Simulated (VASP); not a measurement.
VASP input:

KPOINTS:
```
Automatic mesh
0
Gamma
3 3 1
0 0 0
```

### INCAR
```
SYSTEM=MoS2
PREC=Accurate; ENCUT=300; LREAL=.FALSE.
LASPH=.TRUE.
EDIFF=1E-6; NELM=100; ALGO=Normal
LMAXMIX=4
ISMEAR=0; SIGMA=0.01
GGA=PE
ISIF=2
LWAVE=.FALSE.; LCHARG=.FALSE.
```

POSCAR:
```
MoS2
1
    3.1940310000     0.0000000000     0.0000000000
   -1.5970150000     2.7661110000     0.0000000000
    0.0000000000     0.0000000000    13.2139720000
Mo S
2 4
Direct
  0.0000000000   0.0000000000   0.2500000000
  0.0000000000   0.0000000000   0.7500000000
  0.3333330000   0.6666670000   0.3677400000
  0.6666670000   0.3333330000   0.6322600000
  0.6666670000   0.3333330000   0.8677400000
  0.3333330000   0.6666670000   0.1322600000
```

POTCAR, in this order: Mo_sv S (PBE.64 set). Program: vasp_std.

Problem. Write an equivalent input for Ansatz.

Solution. One equivalent input (not run):
Ansatz 0.2 input:
```yaml
crystal:
  lattice:
    - [3.1940310, 0.0000000, 0.0000000]
    - [-1.5970150, 2.7661110, 0.0000000]
    - [0.0000000, 0.0000000, 13.2139720]
  atoms:
    - { symbol: Mo, position: [0.0000000, 0.0000000, 0.2500000] }
    - { symbol: Mo, position: [0.0000000, 0.0000000, 0.7500000] }
    - { symbol: S, position: [0.3333330, 0.6666670, 0.3677400] }
    - { symbol: S, position: [0.6666670, 0.3333330, 0.6322600] }
    - { symbol: S, position: [0.6666670, 0.3333330, 0.8677400] }
    - { symbol: S, position: [0.3333330, 0.6666670, 0.1322600] }
kpoints:
  mp_grid: { grid: [3, 3, 1] }
hamiltonian:
  xc: pbe
  pseudopotentials: { kind: paw }
scf:
  occupations: { method: gaussian, width: 0.01 }
  max_iter: 100
output: { forces: true, stress: true, eigenvalues: true }
```
Limits of the translation: each code has its own PAW files, so the cut-off isn't converted (ENCUT is set for VASP's; basis.ecutwfc is left out, and Ansatz then takes the one that its files recommend); Ansatz stops its SCF on the density residual and VASP on the energy change (EDIFF).

The structure comes from a computed database's MoS2 entry; how it stands against other phases isn't given here. The cell was not relaxed at this level. The k-mesh is coarse (spacing up to 0.76 per Å, 2π included), so the numbers may not be converged in it. The run is one of a series of settings (KPOINTS 3×3×1 Γ-centred mesh against the base run), some of them coarse on purpose.
